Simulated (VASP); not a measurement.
SrTiO3:

```
CELL_PARAMETERS angstrom
3.90528 0.00000 0.00000
0.00000 3.90528 0.00000
0.00000 0.00000 3.90528
ATOMIC_POSITIONS crystal
Sr 0.50000 0.50000 0.50000
Ti 0.00000 0.00000 0.00000
O 0.50000 0.00000 0.00000
O 0.00000 0.50000 0.00000
O 0.00000 0.00000 0.50000
```

* Program: VASP 6.6.1
* Task: relaxation of cell and atoms
* Functional: PBE
* Potentials or basis: VASP PAW PBE potentials, release 64 (Sr_sv, Ti_sv, O)
* Cutoff: 600 eV
* k mesh: 8 × 8 × 8
* Occupations: gaussian, width 0.03 eV
* Spin: no spin polarisation

At the start: pressure 4.7 GPa; volume 11.91 Å³/atom.

Q: Where does the relaxation end?

A: Over 3 steps the energy falls by 4.6 meV/atom and the volume is 12.23 Å³/atom (+2.7 %); space group Pm-3m (No. 221, to 0.05 Å).

Step by step:
```tsv
step	energy change (eV)	largest force (eV/Å)	pressure (GPa)	volume (Å³)
1	0.0000	0.0000	4.69	59.56
2	-0.0057	0.0000	-3.75	62.62
3	-0.0232	0.0000	-0.02	61.17
```

Final structure:
```
CELL_PARAMETERS angstrom
3.94020 0.00000 0.00000
0.00000 3.94020 0.00000
0.00000 0.00000 3.94020
ATOMIC_POSITIONS crystal
Sr 0.50000 0.50000 0.50000
Ti 0.00000 0.00000 0.00000
O 0.50000 0.00000 0.00000
O 0.00000 0.50000 0.00000
O 0.00000 0.00000 0.50000
```
